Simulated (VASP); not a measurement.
Input:

```yaml
crystal:
  lattice:
    - [3.90031, 0.00000, 0.00000]
    - [-1.95015, 3.37776, 0.00000]
    - [0.00000, 0.00000, 6.43186]
  atoms:
    - { symbol: Si, position: [0.66667, 0.33333, 0.87460] }
    - { symbol: Si, position: [0.33333, 0.66667, 0.37460] }
    - { symbol: Ge, position: [0.66667, 0.33333, 0.50040] }
    - { symbol: Ge, position: [0.33333, 0.66667, 0.00040] }
```

The numbers are results of PBEsol GGA, VASP's PBE PAW potentials (set 64) (plane waves; VASP), not measurements. Run with 400 eV cut-off, Gaussian smearing of 0.050 eV, potentials Si Ge_d.

Q: Give the energies of bands 13 to 21 at the high-symmetry points, in eV from the valence-band maximum.

A: 
```json
[
 {"band": "13", "Γ": "-7.52", "M": "-8.03", "K": "-7.09", "A": "-4.57", "L": "-7.62", "H": "-7.79"},
 {"band": "14", "Γ": "-1.60", "M": "-6.41", "K": "-7.09", "A": "-4.57", "L": "-7.62", "H": "-7.79"},
 {"band": "15", "Γ": "-1.60", "M": "-4.79", "K": "-5.27", "A": "-0.98", "L": "-2.61", "H": "-4.55"},
 {"band": "16", "Γ": "-0.31", "M": "-3.19", "K": "-3.67", "A": "-0.98", "L": "-2.61", "H": "-4.55"},
 {"band": "17", "Γ": "0.00", "M": "-3.05", "K": "-3.67", "A": "-0.98", "L": "-2.53", "H": "-2.10"},
 {"band": "18", "Γ": "0.00", "M": "-1.53", "K": "-3.40", "A": "-0.98", "L": "-2.53", "H": "-2.10"},
 {"band": "19", "Γ": "0.40", "M": "0.34", "K": "0.96", "A": "1.20", "L": "0.62", "H": "1.35"},
 {"band": "20", "Γ": "1.52", "M": "1.97", "K": "4.81", "A": "1.20", "L": "0.62", "H": "1.35"},
 {"band": "21", "Γ": "2.02", "M": "3.20", "K": "4.81", "A": "3.07", "L": "1.77", "H": "3.72"}
]
```

The gap is indirect, 0.34 eV, from the valence maximum at Γ to the conduction minimum at M.

The structure comes from a computed database's SiGe entry (P6_3mc); how it stands against other phases isn't given here. It was relaxed first.
